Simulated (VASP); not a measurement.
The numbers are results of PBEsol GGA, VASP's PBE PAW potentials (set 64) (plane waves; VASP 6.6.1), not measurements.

VASP ran on this input.

**POSCAR**
```
BAs
1
    0.0000000000     2.3888033235     2.3888033235
    2.3888033235     0.0000000000     2.3888033235
    2.3888033235     2.3888033235     0.0000000000
B As
1 1
Direct
  0.0000000000   0.0000000000   0.0000000000
  0.2500000000   0.2500000000   0.2500000000
```

**INCAR**
```
PREC  =  Accurate
NELM  =  100
ISMEAR  =  -5   ! tetrahedra, Bloechl
LCHARG  =  .TRUE.
SYSTEM  =  BAs
ENCUT  =  520   ! plane-wave cut-off (eV)
LWAVE  =  .FALSE.
EDIFF  =  1E-7   ! SCF stop (eV)
ISIF  =  2   ! forces and stress, cell fixed
LMAXMIX  =  4
LASPH  =  .TRUE.   ! aspherical one-centre terms
NEDOS  =  601   ! DOS grid
GGA  =  PS
LREAL  =  .FALSE.
LORBIT  =  11
ALGO  =  Normal   ! blocked Davidson
```

### KPOINTS
```
Automatic mesh
0
Gamma
11 11 11
0 0 0
```

POTCAR, in this order: B As (PBE.64 set). Program: vasp_std.

The run wrote:

### OSZICAR
```
       N       E                     dE             d eps       ncg     rms          rms(c)
DAV:   1     0.121956507861E+02    0.12196E+02   -0.39076E+03   896   0.882E+02
DAV:   2    -0.124765235098E+02   -0.24672E+02   -0.24373E+02  1424   0.107E+02
DAV:   3    -0.128103092846E+02   -0.33379E+00   -0.33379E+00  1000   0.167E+01
DAV:   4    -0.128110272399E+02   -0.71796E-03   -0.71796E-03  1360   0.714E-01
DAV:   5    -0.128110274312E+02   -0.19129E-06   -0.19129E-06  1016   0.913E-03    0.483E+00
DAV:   6    -0.122815165916E+02    0.52951E+00   -0.15764E+00   920   0.638E+00    0.244E+00
DAV:   7    -0.122132453682E+02    0.68271E-01   -0.19997E-01  1264   0.265E+00    0.901E-01
DAV:   8    -0.122039430974E+02    0.93023E-02   -0.20518E-02  1000   0.947E-01    0.108E-01
DAV:   9    -0.122040696843E+02   -0.12659E-03   -0.48529E-04  1112   0.184E-01    0.584E-02
DAV:  10    -0.122041343607E+02   -0.64676E-04   -0.13401E-04   960   0.789E-02    0.137E-02
DAV:  11    -0.122041369417E+02   -0.25810E-05   -0.38123E-06  1344   0.171E-02    0.122E-02
DAV:  12    -0.122041366024E+02    0.33929E-06   -0.12081E-06   992   0.677E-03    0.147E-03
DAV:  13    -0.122041366224E+02   -0.19989E-07   -0.23950E-08   456   0.158E-03
   1 F= -.12204137E+02 E0= -.12204137E+02  d E =0.000000E+00
```

File OUTCAR:
```
------------------------ aborting loop because EDIFF is reached ----------------------------------------
  FORCE on cell =-STRESS in cart. coord.  units (eV):
  Direction    XX          YY          ZZ          XY          YZ          ZX
  --------------------------------------------------------------------------------------
  Total        0.0010815      0.0010815      0.0010815     -0.0000000      0.0000000     -0.0000000
  in kB        0.0635551      0.0635551      0.0635551     -0.0000000      0.0000000     -0.0000000
  external PRESSURE =       0.0635551 kB  Pullay stress =       0.0000000 kB
  volume of cell :       27.26
      direct lattice vectors                 reciprocal lattice vectors
     0.000000000  2.388803323  2.388803323    -0.209309823  0.209309823  0.209309823
     2.388803323  0.000000000  2.388803323     0.209309823 -0.209309823  0.209309823
     2.388803323  2.388803323  0.000000000     0.209309823  0.209309823 -0.209309823
  FREE ENERGIE OF THE ION-ELECTRON SYSTEM (eV)
  ---------------------------------------------------
  free  energy   TOTEN  =       -12.2041366224 eV

  energy  without entropy=      -12.2041366224  energy(sigma->0) =      -12.20413662

 total charge

# of ion       s       p       d       tot
------------------------------------------
    1        0.654   1.170   0.000   1.824
    2        1.175   1.664   0.088   2.927
--------------------------------------------------
tot          1.829   2.834   0.088   4.751
```
(Selected blocks of OUTCAR.)

### OUTCAR
```
 val. band max:        6.0396175753   @ k =   0.0000   0.0000   0.0000

 cond. band min:       7.1495566413   @ k =   0.3636   0.3636   0.0000


 Fermi energy:         6.0681493304

 k-point     1 :       0.0000    0.0000    0.0000
  band No.  band energies     occupation
      1      -9.3939      2.00000
      2       6.0396      2.00000
      3       6.0396      2.00000
      4       6.0396      2.00000
      5       9.2791      0.00000
      6       9.2791      0.00000
      7       9.2791      0.00000
      8      10.7165      0.00000

 k-point     2 :       0.0909    0.0000    0.0000
  band No.  band energies     occupation
      1      -9.2578      2.00000
      2       4.8328      2.00000
      3       5.7816      2.00000
      4       5.7816      2.00000
      5       9.4269      0.00000
      6       9.6180      0.00000
      7       9.6180      0.00000
      8      11.4496      0.00000

 k-point     3 :       0.1818    0.0000    0.0000
  band No.  band energies     occupation
      1      -8.8551      2.00000
      2       2.6971      2.00000
      3       5.2631      2.00000
      4       5.2631      2.00000
      5       9.2579      0.00000
      6      10.2773      0.00000
      7      10.2773      0.00000
      8      12.9040      0.00000

 k-point     4 :       0.2727    0.0000    0.0000
  band No.  band energies     occupation
      1      -8.2078      2.00000
      2       0.5575      2.00000
      3       4.7712      2.00000
      4       4.7712      2.00000
      5       9.0020      0.00000
      6      10.7317      0.00000
      7      10.7317      0.00000
      8      14.1485      0.00000

 k-point     5 :       0.3636    0.0000    0.0000
  band No.  band energies     occupation
      1      -7.3857      2.00000
      2      -1.3122      2.00000
      3       4.4164      2.00000
      4       4.4164      2.00000
      5       8.8055      0.00000
      6      10.8245      0.00000
      7      10.8245      0.00000
...
```

The compound is BAs in the zinc blende structure. It was relaxed first.
